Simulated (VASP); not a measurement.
A VASP calculation is set up with these files.

**INCAR**
```
SYSTEM  =  CaF2
PREC  =  Accurate; ENCUT  =  620; LREAL  =  .FALSE.
LASPH  =  .TRUE.
EDIFF  =  1E-6; NELM  =  100; ALGO  =  Normal
ISMEAR  =  0; SIGMA  =  0.05
IBRION  =  2; NSW  =  40; ISIF  =  3
EDIFFG  =  -0.02; PSTRESS  =  200
LWAVE  =  .FALSE.; LCHARG  =  .FALSE.
```

File KPOINTS:
```
Automatic mesh
0
Gamma
8 8 8
0 0 0
```

**POSCAR**
```
CaF2
1
   -0.0000000000     2.5442129830     2.5442129830
    2.5442129830     0.0000000000     2.5442129830
    2.5442129830     2.5442129830     0.0000000000
Ca F
1 2
Direct
  0.0000000000   0.0000000000   0.0000000000
  0.2500000000   0.2500000000   0.2500000000
  0.7500000000   0.7500000000   0.7500000000
```

POTCAR, in this order: Ca_sv F (LDA.64 set). Program: vasp_std.

Problem. Write an equivalent input for Quantum ESPRESSO's pw.x.

Solution. One equivalent input (not run):
```
&CONTROL
  calculation = 'vc-relax'
  pseudo_dir = './pseudo'
  outdir = './out'
  tprnfor = .true.
  tstress = .true.
  nstep = 40
  forc_conv_thr = 0.00078
/
&SYSTEM
  ibrav = 0
  nat = 3
  ntyp = 2
  ecutwfc = 84
  occupations = 'smearing'
  smearing = 'gaussian'
  degauss = 0.003675
  input_dft = 'pz'
/
&ELECTRONS
  conv_thr = 7.3e-08
  electron_maxstep = 100
/
&IONS
/
&CELL
  press = 200
/
ATOMIC_SPECIES
  Ca 40.078 Ca.upf
  F 18.998 F.upf
CELL_PARAMETERS angstrom
    -0.0000000    2.5442130    2.5442130
     2.5442130    0.0000000    2.5442130
     2.5442130    2.5442130    0.0000000
ATOMIC_POSITIONS crystal
  Ca   0.0000000  0.0000000  0.0000000
  F    0.2500000  0.2500000  0.2500000
  F    0.7500000  0.7500000  0.7500000
K_POINTS automatic
  8 8 8 0 0 0
```
What does not carry over: the potentials are each code's own (VASP's PAW set, PseudoDojo norm-conserving files in pw.x), so ENCUT and ecutwfc are chosen apart and not converted; conv_thr bounds pw.x's estimated SCF error, while EDIFF bounds the energy change between steps; forc_conv_thr acts on force components and is met together with etot_conv_thr.

The compound is CaF2 in the fluorite structure. It was relaxed first under an external pressure of 20 GPa.
